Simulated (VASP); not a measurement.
# Ca2Ge3 (P-3m1) in VASP: single point with PBE

Aim: the single point of Ca2Ge3 with PBE.

All numbers are computed with VASP 6.6.1; they aren't measurements. Logs are shortened: lines on timing, memory, paths and dates and some standing lists are left out, and cuts for length are marked.

## (1) The structure

Symmetry: P-3m1, No. 164, trigonal system. Conventional cell: a = 3.934 Å, b = 3.934 Å, c = 9.595 Å, α = 90.00°, β = 90.00°, γ = 120.00°. Around Ca (site symmetry 3m) lie 7 Ge at 3.09 to 3.26 Å. Around Ge (site symmetry 3m) lie 3 Ge at 2.53 Å. Around Ge (site symmetry -3m) lie 6 Ca at 3.09 Å.

The cell was built by a generator and needn't be a form met in nature.

## (2) Single point, PBE

INCAR

```
PREC = Accurate
ENCUT = 520
EDIFF = 1E-7
ISMEAR = 0
SIGMA = 0.1
LREAL = False
LASPH = True
NELM = 100
ALGO = Fast
ISIF = 2
LWAVE = False
LCHARG = False
GGA = PE
NBANDS = 39
```

KPOINTS

```
regular mesh
0
Gamma
  12 12 4
```

POSCAR

```
Ca2Ge3
1.0
    3.9341316310      0.0000000000      0.0000000000
   -1.9670658155      3.4070579343      0.0000000000
    0.0000000000      0.0000000000      9.5946193429
Ca Ge
2 3
Direct
    0.3333333333      0.6666666667      0.2815655344
    0.6666666667      0.3333333333      0.7184344656
    0.3333333333      0.6666666667      0.9416157482
    0.6666666667      0.3333333333      0.0583842518
    0.0000000000      0.0000000000      0.5000000000
```

Potentials or basis: VASP PAW PBE potentials, release 64 (Ca_sv, Ge_d).

Run with:

```console
$ cat potpaw_PBE.64/Ca_sv/POTCAR potpaw_PBE.64/Ge_d/POTCAR > POTCAR
$ mpirun -np 1 vasp_std > vasp.out
```

OUTCAR:

```text
PREC = Accurate
   ENCUT = 520
   EDIFF = 1E-7
   ISMEAR = 0
   LREAL = False
   LASPH = True
   NELM = 100
   ISIF = 2
   GGA = PE

 ion  position               nearest neighbor table
   1  0.333  0.667  0.282-
   2  0.667  0.333  0.718-
   3  0.333  0.667  0.942-   4 2.53   4 2.53   4 2.53
   4  0.667  0.333  0.058-   3 2.53   3 2.53   3 2.53
   5  0.000  0.000  0.500-

  LATTYP: Found a hexagonal cell.
 ALAT       =     3.9341316310
 C/A-ratio  =     2.4388150278

  Lattice vectors:

 A1 = (   3.9341316310,   0.0000000000,   0.0000000000)
 A2 = (  -1.9670658155,   3.4070579343,   0.0000000000)
 A3 = (   0.0000000000,   0.0000000000,   9.5946193429)

Analysis of symmetry for initial positions (statically):
=====================================================================
 Subroutine PRICEL returns:
 Original cell was already a primitive cell.

 Routine SETGRP: Setting up the symmetry group for a
 hexagonal supercell.

 Subroutine GETGRP returns: Found 12 space group operations
 (whereof 12 operations were pure point group operations)
 out of a pool of 24 trial point group operations.

The static configuration has the point symmetry D_3d.

Analysis of symmetry for dynamics (positions and initial velocities):
=====================================================================
 Subroutine PRICEL returns:
 Original cell was already a primitive cell.

 Routine SETGRP: Setting up the symmetry group for a
 hexagonal supercell.

 Subroutine GETGRP returns: Found 12 space group operations
 (whereof 12 operations were pure point group operations)
 out of a pool of 24 trial point group operations.

The dynamic configuration has the point symmetry D_3d.

 Subroutine INISYM returns: Found 12 space group operations
 (whereof 12 operations are pure point group operations),
 and found     1 'primitive' translations

----------------------------------------------------------------------------------------

                                     Primitive cell

  volume of cell :     128.6045

  direct lattice vectors                    reciprocal lattice vectors
     3.934131631  0.000000000  0.000000000     0.254185699  0.146754182  0.000000000
    -1.967065816  3.407057934  0.000000000     0.000000000  0.293508364  0.000000000
     0.000000000  0.000000000  9.594619343     0.000000000  0.000000000  0.104225083

  length of vectors
     3.934131631  3.934131631  9.594619343     0.293508364  0.293508364  0.104225083

  position of ions in fractional coordinates (direct lattice)
     0.333333333  0.666666667  0.281565534
     0.666666667  0.333333333  0.718434466
     0.333333333  0.666666667  0.941615748
     0.666666667  0.333333333  0.058384252
     0.000000000  0.000000000  0.500000000

  ion indices of the primitive-cell ions
   primitive index   ion index
                 1           1
                 2           2
                 3           3
                 4           4
                 5           5

----------------------------------------------------------------------------------------

 KPOINTS: regular mesh

Automatic generation of k-mesh.
 Grid dimensions read from file:
 generate k-points for:   12   12    4

 Generating k-lattice:

  Cartesian coordinates                     Fractional coordinates (reciprocal lattice)
     0.021182142  0.012229515  0.000000000     0.083333333  0.000000000  0.000000000
     0.000000000  0.024459030  0.000000000     0.000000000  0.083333333  0.000000000
     0.000000000  0.000000000  0.026056271     0.000000000  0.000000000  0.250000000

  Length of vectors
     0.024459030  0.024459030  0.026056271

  Shift w.r.t. Gamma in fractional coordinates (k-lattice)
     0.000000000  0.000000000  0.000000000

 Subroutine IBZKPT returns following result:
 ===========================================

 Found     69 irreducible k-points:

 Following reciprocal coordinates:
            Coordinates               Weight
  0.000000  0.000000  0.000000      1.000000
  0.083333  0.000000  0.000000      6.000000
  0.166667  0.000000  0.000000      6.000000
  0.250000  0.000000  0.000000      6.000000
  0.333333  0.000000  0.000000      6.000000
  0.416667  0.000000  0.000000      6.000000
[... 16 lines left out ...]
  0.166667  0.000000  0.250000      6.000000
  0.000000  0.166667  0.250000      6.000000
 [... further k-points ...]
   k-points           NKPTS =     69   k-points in BZ     NKDIM =     69   number of bands    NBANDS=     39
   number of dos      NEDOS =    301   number of ions     NIONS =      5
   total plane-waves  NPLWV =  64800
   dimension x,y,z NGX =    30 NGY =   30 NGZ =   72
   dimension x,y,z NGXF=    60 NGYF=   60 NGZF=  144
   ions per type =               2   3
   NGX,Y,Z   is equivalent  to a cutoff of  12.68, 12.68, 12.48 a.u.
   NGXF,Y,Z  is equivalent  to a cutoff of  25.35, 25.35, 24.95 a.u.
 SYSTEM =  unknown system
   PREC   = accura    normal or accurate (medium, high low for compatibility)
   ISTART =      0    job   : 0-new  1-cont  2-samecut
   ICHARG =      2    charge: 1-file 2-atom 10-const
   ISPIN  =      1    spin polarized calculation?
   LNONCOLLINEAR =      F non collinear calculations
   LSORBIT =      F    spin-orbit coupling
   LASPH  =      T    aspherical Exc in radial PAW
   ENCUT  =  520.0 eV  38.22 Ry    6.18 a.u.   7.31  7.31 17.84*2*pi/ulx,y,z
   NELM   =    100;   NELMIN=  2; NELMDL= -5     # of ELM steps
   EDIFF  = 0.1E-06   stopping-criterion for ELM
   LREAL  =      F    real-space projection
   EDIFFG = 0.1E-05   stopping-criterion for IOM
   NSW    =      0    number of steps for IOM
   IBRION =     -1    ionic relax: 0-MD 1-quasi-New 2-CG
   NFREE  =      0    steps in history (QN), initial steepest desc. (CG)
   ISIF   =      2    stress and relaxation
   ISYM   =      2    0-nonsym 1-usesym 2-fastsym
   POTIM  = 0.5000    time-step for ionic-motion
   TEBEG  =    0.0;   TEEND  =   0.0 temperature during run
   PSTRESS=    0.0 pullay stress
   NELECT =      62.0000    total number of electrons
   NUPDOWN=      -1.0000    fix difference up-down
   EMIN   =  10.00;   EMAX   =-10.00  energy-range for DOS
   EFERMI =   0.00;   METHOD = LEGACY
   ISMEAR =     0;   SIGMA  =   0.10  broadening in eV -4-tet -1-fermi 0-gaus
   EFERMI_NEDOS =   21; number of points for ismear=-14 and -15
   IALGO  =     68    algorithm
   IMIX   =      4    mixing-type and parameters
     AMIX     =   0.40;   BMIX     =  1.00
     AMIX_MAG =   1.60;   BMIX_MAG =  1.00
  volume/ion in A,a.u.               =      25.72       173.57
  Fermi-wavevector in a.u.,A,eV,Ry     =   1.283670  2.425784 22.419793  1.647808
  Thomas-Fermi vector in A             =   2.415909
   LORBIT       =      0    0 simple, 1 ext, 2 COOP (PROOUT), +10 PAW based schemes
   GGA     = PE    functional components
   LHFCALC =     F    Hartree Fock is set to
   AEXX    =    0.0000 exact exchange contribution
   IVDW    =     0    specifies the selected vdW correction
   LEPSILON=     F    determine dielectric tensor
   LRPA    =     F    only Hartree local field effects (RPA)
 non-spin polarized calculation
 RMM-DIIS sequential band-by-band and
 Gauss-broadening in eV      SIGMA  =   0.10
  energy-cutoff  :      520.00
  volume of cell :      128.60
 maximum number of plane-waves:      3516
 NGX is ok and might be reduce to    30
   NGX = 15   NGY = 15   NGZ = 35

 number of electron      62.0000023 magnetization

 Free energy of the ion-electron system (eV)
  ---------------------------------------------------
  ext. energy  EPLUGINS =         0.00000000
  ---------------------------------------------------
  free energy    TOTEN  =       -19.50969158 eV

  energy without entropy =      -19.50097716  energy(sigma->0) =      -19.50533437

 E-fermi :   3.6650     XC(G=0):  -9.4729

 val. band max:        3.6167509131   @ k =   0.0833   0.0833   0.2500
 cond. band min:       3.6667823748   @ k =   0.0000   0.0833   0.2500
 fundamental gap:      0.0500314616
 Fermi energy:         3.6650309500

 k-point     1 :       0.0000    0.0000    0.0000
  band No.  band energies     occupation
      1     -37.1427      2.00000
      2     -37.1421      2.00000
      3     -20.4044      2.00000
      4     -20.4044      2.00000
      5     -20.3359      2.00000
      6     -20.3359      2.00000
[... 31 lines left out ...]
     38       7.1707      0.00000
     39       7.2959      0.00000

 k-point     2 :       0.0833    0.0000    0.0000
  band No.  band energies     occupation
      1     -37.1420      2.00000
      2     -37.1415      2.00000
      3     -20.4046      2.00000
      4     -20.4022      2.00000
      5     -20.3344      2.00000
      6     -20.3325      2.00000
[... 31 lines left out ...]
     38       7.3436      0.00000
     39       7.4893      0.00000

 k-point     3 :       0.1667    0.0000    0.0000
  band No.  band energies     occupation
      1     -37.1403      2.00000
      2     -37.1399      2.00000
      3     -20.4051      2.00000
      4     -20.3956      2.00000
      5     -20.3309      2.00000
      6     -20.3232      2.00000
[... 31 lines left out ...]
     38       7.5631      0.00000
     39       7.5693      0.00000

 k-point     4 :       0.2500    0.0000    0.0000
  band No.  band energies     occupation
      1     -37.1380      2.00000
      2     -37.1376      2.00000
      3     -20.4051      2.00000
      4     -20.3847      2.00000
      5     -20.3272      2.00000
      6     -20.3098      2.00000
[... 31 lines left out ...]
     38       7.5582      0.00000
     39       7.6206      0.00000
[... 754 lines left out ...]
     38       7.3960      0.00000
     39       7.6253      0.00000

 k-point    23 :       0.1667    0.0000    0.2500
  band No.  band energies     occupation
      1     -37.1403      2.00000
      2     -37.1399      2.00000
      3     -20.4051      2.00000
      4     -20.3956      2.00000
      5     -20.3309      2.00000
      6     -20.3232      2.00000
[... 31 lines left out ...]
     38       7.5917      0.00000
     39       7.7168      0.00000

 k-point    24 :       0.0000    0.1667    0.2500
  band No.  band energies     occupation
      1     -37.1403      2.00000
      2     -37.1399      2.00000
      3     -20.4051      2.00000
      4     -20.3956      2.00000
      5     -20.3309      2.00000
      6     -20.3232      2.00000
[... 31 lines left out ...]
     38       7.2740      0.00000
     39       7.7923      0.00000

 [... further k-points ...]
[... 5 lines left out ...]
  --------------------------------------------------------------------------------------
  -------------------------------------------------------------------------------------
  Total        0.0074540      0.0074540      0.0245354      0.0000000      0.0000000      0.0000000
  in kB        0.0928633      0.0928633      0.3056669      0.0000000      0.0000000      0.0000000
  external PRESSURE =       0.1637978 kB  Pullay stress =       0.0000000 kB

 VOLUME and BASIS-vectors are now :
 -----------------------------------------------------------------------------
  energy-cutoff  :      520.00
  volume of cell :      128.60
      direct lattice vectors                 reciprocal lattice vectors
     3.934131631  0.000000000  0.000000000     0.254185699  0.146754182  0.000000000
    -1.967065816  3.407057934  0.000000000     0.000000000  0.293508364  0.000000000
     0.000000000  0.000000000  9.594619343     0.000000000  0.000000000  0.104225083

 POSITION                                       TOTAL-FORCE (eV/Angst)
 -----------------------------------------------------------------------------------
     -0.00000      2.27137      2.70151        -0.000000      0.000000      0.002889
      1.96707      1.13569      6.89311         0.000000     -0.000000     -0.002889
     -0.00000      2.27137      9.03444        -0.000000      0.000000      0.003575
      1.96707      1.13569      0.56017        -0.000000     -0.000000     -0.003575
      0.00000      0.00000      4.79731         0.000000      0.000000     -0.000000
 -----------------------------------------------------------------------------------
    total drift:                               -0.000000      0.000000      0.000000

  FREE ENERGIE OF THE ION-ELECTRON SYSTEM (eV)
  ---------------------------------------------------
  free  energy   TOTEN  =       -19.5096915830 eV

  energy  without entropy=      -19.5009771639  energy(sigma->0) =      -19.50533437
```

Wall time 16 min (1 thread of AMD EPYC 9R45 (Zen 5), shared host); peak memory 0.4 GiB.

Results:

```yaml
Free_energy: -19.5097 eV
Pressure: 0.0 GPa
Largest_force: 0.004 eV/Å
Band_gap_on_the_k_mesh: none (metal or under the smearing width)
```

Forces in eV/Å, atoms in the order of the input:
```
Ca   0.000  0.000  0.003
Ca   0.000  0.000 -0.003
Ge   0.000  0.000  0.004
Ge   0.000  0.000 -0.004
Ge   0.000  0.000  0.000
```
